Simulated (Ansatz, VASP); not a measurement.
# Cross-check of Ge (Germanium) between VASP and Ansatz

One calculation is typed for both programs; each brings its own data sets. How far apart do they land? The two relaxations start from unlike cells of this crystal (the structure described is Ansatz's start), so only their ends are compared.

Calculated with Ansatz 0.2.0; plane waves, with VASP 6.6.1 beside it; relaxation of cell and atoms at BLYP with D3(BJ).

## Step 1: The structure

Symmetry: Fd-3m, No. 227, cubic system. Conventional cell: a = 5.658 Å, b = 5.658 Å, c = 5.658 Å, α = 90.00°, β = 90.00°, γ = 90.00°. Nearest to Ge lie 4 Ge at 2.45 Å.

Structure file:

```
Ge
1.0
     0.00000    2.82891    2.82891
     2.82891    0.00000    2.82891
     2.82891    2.82891    0.00000
Ge
2
Direct
  0.00000 0.00000 0.00000
  0.25000 0.25000 0.25000
```

## Step 2: VASP: relaxation of cell and atoms, BLYP with D3(BJ)

The relaxed volume is the usual yardstick between codes: in a stiff, nearly cubic crystal its relative difference is about their pressure difference at one cell divided by the bulk modulus.

Lines of VASP's logs that name or quote its potential files are left out, and so is its time.

The input, INCAR:

```
SYSTEM = Ge
PREC = Accurate
ENCUT = 500
EDIFF = 1E-07
NELM = 120
ISMEAR = 0
SIGMA = 0.1
LREAL = .FALSE.
ALGO = Normal
GGA = B5
ALDAX = 1
AGGAX = 1
AGGAC = 1
ALDAC = 0
IVDW = 12
VDW_S6 = 1
VDW_S8 = 2.6996
VDW_A1 = 0.4298
VDW_A2 = 4.2359
NBANDS = 20
LORBIT = 11
LWAVE = .FALSE.
LCHARG = .FALSE.
ISIF = 3
IBRION = 2
NSW = 80
EDIFFG = -0.005
LASPH = .TRUE.
GGA_COMPAT = .FALSE.
NELMIN = 4
```

The input, POSCAR:

```
Ge
1.0
    0.0000000000      2.8635552629      2.8635552629
    2.8635552629      0.0000000000      2.8635552629
    2.8635552629      2.8635552629      0.0000000000
Ge
2
Direct
    0.0000000000      0.0000000000      0.0000000000
    0.2500000000      0.2500000000      0.2500000000
```

The input, KPOINTS:

```
Automatic mesh
0
Gamma
12 12 12
0 0 0
```

The projector-augmented-wave data sets are Ge_d (PBE family, release 64).

Run with:

```
> mpirun -np 1 vasp_std
```

Numbers of over 12 decimals in the logs are rounded to 6 here.

The log of the run:

```text
[banner, memory and clock lines left out]
running    1 mpi-ranks, on    1 nodes
 distrk:  each k-point on    1 cores,    1 groups
 distr:  one band on    1 cores,    1 groups

 POSCAR found type information on POSCAR Ge
 POSCAR found :  1 types and       2 ions
|                                                                             |
|               ----> ADVICE to this user running VASP <----                  |
|                                                                             |
|     You enforced a specific xc type in the INCAR file but a different       |
|     [... a line on the potential file left out ...]
|     I HOPE YOU KNOW WHAT YOU ARE DOING!                                     |
|                                                                             |

 LDA part: xc-table for (Slater(with rela. corr.)+VWN5), standard interpolation
 POSCAR, INCAR and KPOINTS ok, starting setup
 FFT: planning ... GRIDC
 FFT: planning ... GRID_SOFT
 FFT: planning ... GRID
 WAVECAR not read
 entering main loop
       N       E                     dE             d eps       ncg     rms          rms(c)
DAV:   1     0.181905108371E+03    0.18191E+03   -0.14582E+04  3104   0.369E+03
DAV:   2     0.179604347238E+02   -0.16394E+03   -0.15935E+03  2880   0.588E+02
DAV:   3    -0.689777899607E+01   -0.24858E+02   -0.24678E+02  3236   0.144E+02
DAV:   4    -0.771483475690E+01   -0.81706E+00   -0.81584E+00  3248   0.308E+01
DAV:   5    -0.772921008370E+01   -0.14375E-01   -0.14375E-01  3228   0.441E+00    0.284E+00
DAV:   6    -0.766467596212E+01    0.64534E-01   -0.30574E-02  3208   0.154E+00    0.171E+00
DAV:   7    -0.762608267668E+01    0.38593E-01   -0.75366E-02  3088   0.228E+00    0.157E-01
DAV:   8    -0.762755944571E+01   -0.14768E-02   -0.60956E-03  3144   0.986E-01    0.631E-02
DAV:   9    -0.762760091093E+01   -0.41465E-04   -0.24877E-04  3696   0.251E-01    0.190E-02
DAV:  10    -0.762759983623E+01    0.10747E-05   -0.20415E-05  3796   0.463E-02    0.517E-03
DAV:  11    -0.762760039647E+01   -0.56024E-06   -0.15961E-06  3252   0.195E-02    0.961E-04
DAV:  12    -0.762760050419E+01   -0.10772E-06   -0.59246E-08  2292   0.236E-03    0.348E-04
DAV:  13    -0.762760049765E+01    0.65356E-08   -0.21553E-08  1792   0.269E-03
   1 F= -.89444669E+01 E0= -.89442928E+01  d E =-.894447E+01
 curvature:   0.00 expect dE= 0.000E+00 dE for cont linesearch  0.000E+00
 trial: gam= 0.00000 g(F)=  0.305E-46 g(S)=  0.197E-04 ort = 0.000E+00 (trialstep = 0.100E+01)
 search vector abs. value=  0.197E-04
 bond charge predicted
       N       E                     dE             d eps       ncg     rms          rms(c)
DAV:   1    -0.762969658740E+01   -0.20961E-02   -0.60035E-03  3948   0.149E+00    0.123E-01
DAV:   2    -0.762936455695E+01    0.33203E-03   -0.43998E-04  3776   0.408E-01    0.613E-02
DAV:   3    -0.762926035932E+01    0.10420E-03   -0.16794E-04  3876   0.220E-01    0.131E-02
DAV:   4    -0.762925152520E+01    0.88341E-05   -0.18882E-05  3740   0.829E-02    0.304E-03
DAV:   5    -0.762925159012E+01   -0.64928E-07   -0.10499E-06  3360   0.184E-02    0.198E-03
DAV:   6    -0.762925148967E+01    0.10045E-06   -0.67963E-08  1848   0.500E-03    0.768E-05
DAV:   7    -0.762925148129E+01    0.83810E-08   -0.10074E-08  1608   0.120E-03
   2 F= -.89444726E+01 E0= -.89442933E+01  d E =-.568269E-05
 trial-energy change:   -0.000006  1 .order   -0.000005   -0.000020    0.000010
 step:   0.6975(harm=  0.6555)  dis= 0.00000  next Energy=    -8.944474 (dE=-0.722E-05)
 reached required accuracy - stopping structural energy minimisation
```

Parts of OUTCAR (step 2):

```text
ion  position               nearest neighbor table
   1  0.000  0.000  0.000-   2 2.48   2 2.48   2 2.48   2 2.48
   2  0.250  0.250  0.250-   1 2.48   1 2.48   1 2.48   1 2.48

  LATTYP: Found a face centered cubic cell.
 ALAT       =     5.7271105258

 Subroutine GETGRP returns: Found 48 space group operations
 (whereof 24 operations were pure point group operations)

The static configuration has the point symmetry T_d .
 The point group associated with its full space group is O_h .

 Found     72 irreducible k-points:

   k-points           NKPTS =     72   k-points in BZ     NKDIM =     72   number of bands    NBANDS=     20

   dimension x,y,z NGX =    30 NGY =   30 NGZ =   30
   dimension x,y,z NGXF=    60 NGYF=   60 NGZF=   60

   ENCUT  =  500.0 eV  36.75 Ry    6.06 a.u.   7.38  7.38  7.38*2*pi/ulx,y,z

   NELECT =      28.0000    total number of electrons

 k-points in reciprocal lattice and weights: Automatic mesh
   0.00000000  0.00000000  0.00000000       0.001
   0.08333333  0.00000000  0.00000000       0.005
   0.16666667  0.00000000  0.00000000       0.005
   0.25000000  0.00000000  0.00000000       0.005
   0.33333333  0.00000000  0.00000000       0.005
   0.41666667  0.00000000  0.00000000       0.005
   0.50000000  0.00000000  0.00000000       0.002
   0.08333333  0.08333333  0.00000000       0.003
   0.16666667  0.08333333  0.00000000       0.014
[...]
-0.33333333  0.50000000  0.16666667       0.007
  -0.25000000  0.50000000  0.25000000       0.003

 Edisp (eV)   -1.31687

 average (electrostatic) potential at core
       1 -74.2620       2 -74.2620

 E-fermi :   5.0417

 k-point     1 :       0.0000    0.0000    0.0000
  band No.  band energies     occupation
    ...
     11      -7.4493      2.00000
     12       4.5323      2.00000
     13       5.0516      0.88842
     14       5.0516      0.88842
     15       5.0516      0.88841
     16       7.6094      0.00000
     17       7.6094      0.00000
     18       7.6094      0.00000
     19      11.6696      0.00000
     20      14.6035      0.00000

 k-point     2 :       0.0833    0.0000    0.0000
  band No.  band energies     occupation
    ...
     10     -19.4523      2.00000
     11      -7.3681      2.00000
     12       3.3220      2.00000
     13       4.8957      1.96098
     14       4.8957      1.96098
     15       5.7388      0.00000
     16       7.8185      0.00000
     17       7.8185      0.00000
     18       7.9581      0.00000
     19      12.0862      0.00000
    ...

 k-point     3 :       0.1667    0.0000    0.0000
  band No.  band energies     occupation
    ...
     10     -19.4448      2.00000
     11      -7.1280      2.00000
     12       1.7985      2.00000
     13       4.5599      2.00000
     14       4.5599      2.00000
     15       5.8043      0.00000
     16       8.2668      0.00000
     17       8.2668      0.00000
     18       9.0516      0.00000
     19      12.9783      0.00000
    ...

 Edisp (eV)   -1.31522

  Total      -0.00868    -0.00868    -0.00868    -0.00000     0.00000    -0.00000
  in kB      -0.29576    -0.29576    -0.29576    -0.00000     0.00000    -0.00000
  external pressure =       -0.30 kB  Pullay stress =        0.00 kB

  energy-cutoff  :      500.00
  volume of cell :       47.02
      direct lattice vectors                 reciprocal lattice vectors
     0.000000000  2.864696165  2.864696165    -0.174538580  0.174538580  0.174538580
     2.864696165  0.000000000  2.864696165     0.174538580 -0.174538580  0.174538580
     2.864696165  2.864696165  0.000000000     0.174538580  0.174538580 -0.174538580

 POSITION                                       TOTAL-FORCE (eV/Angst)
 -----------------------------------------------------------------------------------
      2.86470      0.00000      2.86470        -0.000000     -0.000000     -0.000000
      1.43235      1.43235      1.43235         0.000000      0.000000      0.000000
 -----------------------------------------------------------------------------------
    total drift:                                0.000000      0.000000      0.000000

  FREE ENERGIE OF THE ION-ELECTRON SYSTEM (eV)
  ---------------------------------------------------
  free  energy   TOTEN  =        -8.9444725582 eV

  energy  without entropy=       -8.9441140525  energy(sigma->0) =       -8.94429331

 reached required accuracy - stopping structural energy minimisation

 total charge
# of ion       s       p       d       tot
------------------------------------------
    1        1.140   1.233  10.019  12.393
    2        1.140   1.233  10.019  12.393
--------------------------------------------------
tot          2.281   2.466  20.039  24.785

[... 3 further parts left out ...]
```

CONTCAR:

```
Ge
   1.00000000000000
     0.0000000000000000    2.8646961654822221    2.8646961654822221
     2.8646961654822221    0.0000000000000000    2.8646961654822221
     2.8646961654822221    2.8646961654822221    0.0000000000000000
  Ge
     2
Direct
     0.0000000000000000    1.0000000000000000    0.0000000000000000
     0.2500000000000000    0.2500000000000000    0.2500000000000000
```

Dispersion corrections of this kind ignore metallic screening and tend to overbind metals.

## Step 3: Ansatz: relaxation of cell and atoms, BLYP with D3(BJ)

Ansatz runs on its default PAW (the set named soft_2) files.

Its own start cell and the same functional (in two slightly different forms), mesh and smearing now go to Ansatz, which takes its cutoff from its data sets.

The input, input.yaml:

```yaml
crystal:
  lattice:
    - [0.0, 2.82891, 2.82891]
    - [2.82891, 0.0, 2.82891]
    - [2.82891, 2.82891, 0.0]
  atoms:
    - { symbol: Ge, position: [0.0, 0.0, 0.0] }
    - { symbol: Ge, position: [0.25, 0.25, 0.25] }
kpoints:
  mp_grid: { grid: [12, 12, 12] }
hamiltonian:
  xc: blyp
  dispersion: d3bj
scf:
  occupations: { method: gaussian, width: 0.1 }
output:
  forces: true
  stress: true
  eigenvalues: true
relax:
  adjacent_minimum: "off"
  f_tol: 0.005
  max_steps: 60
  cell: { stress_tol: 0.03 }
```

Run with:

```
> ansatz run input.yaml --threads 4 --pin off --max-ram 8192MiB --backend cpu --events-out ev --progress --plain --runs-dir out
```

The log of the run:

```text
Engine: ansatz 0.2.0, aarch64-unknown-linux-gnu
Pseudopotentials: kind: paw
Pseudopotential: Ge, paw, valence charge 14, recommended cutoff 420 eV (normal), Ge.paw.azcp
Functional definition: BLYP
  parameter beta = 0.0042
  parameter a = 0.04918
  parameter b = 0.132
  parameter c = 0.2533
  parameter d = 0.349
  exchange = b88_x(beta = beta)
  correlation = lyp_c(a = a, b = b, c = c, d = d)
Crystal: 2 atoms, lattice volume = 45.278 Å³
Basis set: ecut = 420 eV, 893 PW (Γ), exchange–correlation on 54×54×54 points (8 copies of the dense FFT grid, shifted against one another)
Bands: 18, of which v1, the nominal top of the filled ones, is band 14 counted from 1 (13 counted from 0)
Symmetry: 48 space group operations
Space group: Fd-3m (ITA 227), of the structure as read, at distance tolerance 3.6e-5 Å
k-points: 72 of 1728
Non-local potential: Ge, projectors of the file, l = 0: 2, l = 1: 2, l = 2: 3, l = 3: 1
PAW form: soft (Blöchl's): semilocal exchange-correlation on the pseudo side does not see the compensation charge
PAW frozen core: Ge, regenerated for the run's functional, and the local potential with it (the file was generated under x = pbe(κ = 0.804, μ = 0.219515), c = pbe(β = 0.066725))
PAW one-centre angular grid: Ge, 590 points (default); XC on 64 Gauss nodes
Initial density: superposition of atomic densities (neutral atoms: chi_scale 0, normalization atom), corrected by the library's trained network
Initial wavefunctions: pseudopotential atomic-orbital guess
Functional: x = b88, c = lyp
SCF iter   1: F=—  HF=-8611.705871 eV  |F-HF|=—  |Δ(HF+E_count)|=         —  Δρ=5.79e-3  dr2=1.36e-2  ethr=1.77e-3  ⟨swp⟩=5.8  Hψ=6126  notcnv=0
preconditioner: auto → none  [insulator: Δε(μ)=0.178 eV  Ē_g=23.622 eV  σ=0.100 eV  W_gap=0.65  n_scr=14 (ndim 8)  ℏωp=29.2 eV  f_vac=0.080  D(μ)=0.03/eV (n_scr^D=0)  ε∞_Penn≈2.5]
SCF iter   2: F=—  HF=-8611.700601 eV  |F-HF|=—  |Δ(HF+E_count)|=   5.27e-3  Δρ=2.89e-3  dr2=1.74e-3  ethr=4.86e-5  ⟨swp⟩=1.2  Hψ=1976  notcnv=0
SCF iter   3: F=—  HF=-8611.700152 eV  |F-HF|=—  |Δ(HF+E_count)|=   4.49e-4  Δρ=5.52e-4  dr2=1.13e-4  ethr=6.20e-6  ⟨swp⟩=2.0  Hψ=2267  notcnv=0
SCF iter   4: F=—  HF=-8611.700010 eV  |F-HF|=—  |Δ(HF+E_count)|=   1.43e-4  Δρ=2.09e-4  dr2=1.12e-5  ethr=4.02e-7  ⟨swp⟩=2.0  Hψ=2305  notcnv=0
SCF iter   5: F=—  HF=-8611.700023 eV  |F-HF|=—  |Δ(HF+E_count)|=   1.33e-5  Δρ=8.02e-5  dr2=1.12e-6  ethr=4.01e-8  ⟨swp⟩=2.0  Hψ=2305  notcnv=0
SCF iter   6: F=—  HF=-8611.700022 eV  |F-HF|=—  |Δ(HF+E_count)|=   1.22e-6  Δρ=2.52e-5  dr2=1.15e-7  ethr=3.99e-9  ⟨swp⟩=2.0  Hψ=2020  notcnv=0
SCF iter   7: F=-8611.700022 eV  HF=-8611.700022 eV  |F-HF|=3.89e-10  |Δ(HF+E_count)|=   1.11e-7  Δρ=1.69e-6  dr2=4.00e-10  ethr=3.57e-10  ⟨swp⟩=4.2  Hψ=4899  notcnv=0
SCF 1 converged in 7 iterations: F = -8611.700022 eV  dr2 = 4.00e-10
  greatest PAW one-centre occupation: 0.998 electrons in one spin orbital (limit 2), on the Ge atom at site 1 (counted from 0), in its partial waves of l = 2
relax step   1: F+E_penalty+E_count = -8611.70002167 eV  Δ(F+E_penalty+E_count) = +0.000e0 eV  max|allowed force component| = 3.007e-17 eV/Å  Δτ_max = 0.0000 Å  P = +2.151 GPa  Ω = 45.278 Å³  (7 SCF iters, dr2 threshold 1.00e-7 eV, accepted)
[...]
relax step   2: F+E_penalty+E_count = -8611.70934397 eV  Δ(F+E_penalty+E_count) = -9.322e-3 eV  max|allowed force component| = 3.238e-17 eV/Å  Δτ_max = 0.0000 Å  P = +0.527 GPa  Ω = 46.439 Å³  energy of the carried Pulay correction = -2.109e-4 eV  (6 SCF iters, dr2 threshold 2.00e-7 eV, accepted)
[...]
relax step   3: F+E_penalty+E_count = -8611.70996410 eV  Δ(F+E_penalty+E_count) = -6.201e-4 eV  max|allowed force component| = 7.864e-17 eV/Å  Δτ_max = 0.0000 Å  P = +0.044 GPa  Ω = 46.828 Å³  energy of the carried Pulay correction = -2.804e-4 eV  (4 SCF iters, dr2 threshold 2.00e-7 eV, accepted)
[...]
relax step   4: F+E_penalty+E_count = -8611.70996285 eV  Δ(F+E_penalty+E_count) = +1.244e-6 eV  max|allowed force component| = 8.789e-17 eV/Å  Δτ_max = 0.0000 Å  P = +0.001 GPa  Ω = 46.864 Å³  energy of the carried Pulay correction = -2.867e-4 eV  (3 SCF iters, dr2 threshold 4.84e-9 eV, accepted)
[...]
relax step   5: F+E_penalty+E_count = -8611.71024614 eV  Δ(F+E_penalty+E_count) = -2.833e-4 eV  max|allowed force component| = 4.163e-17 eV/Å  Δτ_max = 0.0000 Å  P = +0.003 GPa  Ω = 46.864 Å³  stress off target by 2.69e-3 GPa  SCF on the basis re-selected at this cell (its energy is not comparable with the rows above)  (7 SCF iters)
basis re-selected at this cell: Δ(F+E_penalty+E_count) = -2.833e-4 eV, ΔP = +0.001 GPa vs the last step (what re-selecting the basis moved, of the pressure what is left beyond the Pulay correction that the steps carried, after the strain that the cell walked since its last selection, with what the two solves' SCF thresholds leave and, on support functions, any second-order correction that the steps lacked; it is no measure of the basis error at this ecutwfc). The dense FFT grid was sized anew with the basis: this SCF ran on 30×30×30 points, the steps before it on 27×27×27, so part of this shift can come from that change (see relax.cell in the input reference). [rest of the remark cut]
SCF converged after 7 iterations
Free energy (F): -8611.710246 eV
Harris-Foulkes:  -8611.710246 eV  (|F-HF|=1.09e-11)
Internal energy: -8611.709883 eV  (E = F + TS)
E sigma→0 (E₀):  -8611.710065 eV
Entropy (-TS):   -0.000363 eV (-0.182 meV/atom)
Fermi energy:    8.519879 eV
--- Per-component energies (eV) ---
  E_band       = -299.376186
  E_kinetic    = 223.843699
  E_local      = -4987.111650  (includes V_loc(G=0)·N_el)
  E_nonlocal   = 828.027170
  E_hartree    = 2192.657540
  E_xc         = -149.063351
  E_vxc        = -125.757833  (∫ρ·V_xc dr)
  E_paw        = -4062.492837  (= ΣΔE_a)
  E_vpaw       = -623.693243  (= ΣTr[D̂ρ^β])
  E_aug_tail   = 0.000511  (compensation charges beyond the density's cutoff)
  E_ewald      = -2656.472408
  E_disp       = -1.319893  (pairwise vdW)
  E_core_change = 0.221336  (= ΣΔE_core)
  E_smearing   = -0.000363  (= −TS)
  E_closure    = 0.000000  (closes the sum)
  Σ components = -8611.710246   (vs F -8611.710246, Δ=0.00e0)
--- Forces (eV/Å), atoms counted from 1 ---
  atom   1  Ge     0.00000000     0.00000000    -0.00000000
  atom   2  Ge     0.00000000     0.00000000     0.00000000
  max |Σ_I F_I| component: 8.33e-17 eV/Å
--- Stress (GPa, compression-positive) ---
        0.002691      -0.000000      -0.000000
       -0.000000       0.002691      -0.000000
       -0.000000      -0.000000       0.002691
  P = ⅓ Tr σ = 0.0027 GPa (0.027 kbar)
--- Band table (eV; the first three rows and the last of 72) ---
  k-point 0: bands = [... 10 lower, -4.0033, 8.0126, 8.5307, 8.5307, 8.5307, 11.0939, 11.0939, 11.0939]
  k-point 1: bands = [... 10 lower, -3.9219, 6.7976, 8.3746, 8.3746, 9.2216, 11.3034, 11.3034, 11.4421]
  k-point 2: bands = [... 10 lower, -3.6812, 5.2697, 8.0384, 8.0384, 9.2863, 11.7521, 11.7521, 12.5376]
  k-point 71: bands = [... 10 lower, -0.2059, -0.2059, 4.8698, 4.8698, 12.6905, 12.6905, 13.3718, 13.3718]
--- Relaxed structure (4 steps of the walk, 4 accepted, 1 SCFs on fresh bases) ---
  F+E_penalty+E_count = -8611.71024614 eV   max|allowed force component| = 4.163e-17 eV/Å   (the final SCF, on the basis selected at the relaxed cell)
  cell:  # Å, volume = 46.8640 Å³
    - [0, 2.861563, 2.861563]
    - [2.861563, 0, 2.861563]
    - [2.861563, 2.861563, 0]
  atoms:
    - { symbol: Ge, position: [0, 0, 0] }
    - { symbol: Ge, position: [0.25, 0.25, 0.25] }
```

## Step 4: Comparison

Known differences besides the potentials themselves: the cutoff is 420 eV in Ansatz and 500 eV in VASP; Ansatz makes its cores anew for this functional, VASP keeps those of its PBE data sets; VASP's log shows a relativistic correction to its local exchange, Ansatz's none; Ansatz adds a Pulay correction to the stress that steers its cell, VASP none. Total energies have different zeros and are not compared.

Compared:

```csv
quantity,Ansatz,VASP,difference
volume (Å³),46.86,47.02,-0.33 %
"edge a after relaxation, in the typed setting (Å)",4.047,4.051,-0.11 %
```

## Step 5: Outcome

| Quantity | Value |
| --- | --- |
| difference in volume (relaxation of cell and atoms, BLYP with D3(BJ)) | -0.33 % |

What this shows: The difference in volume is -0.33 % (relaxation of cell and atoms, BLYP with D3(BJ)), within the 1.2 % picked in this series as the mark of a large difference, as far as the stopping tolerances let one tell. Such differences can come from data sets, numerical settings and the points named under the comparisons, not from the functional's error against experiment.

[Lines on the potential files, build, host, timing and source positions are cut from VASP's logs without a mark.]

[Logs are printed without paths, hosts, clocks, repeated set-up lines and the standing remarks that a program may print on its own settings, such as how far it seeks lower states.]

[Hosts, paths, dates, database ids (printed as entryN), source tags and the programs' standing remarks are cut or masked in the printed files.]
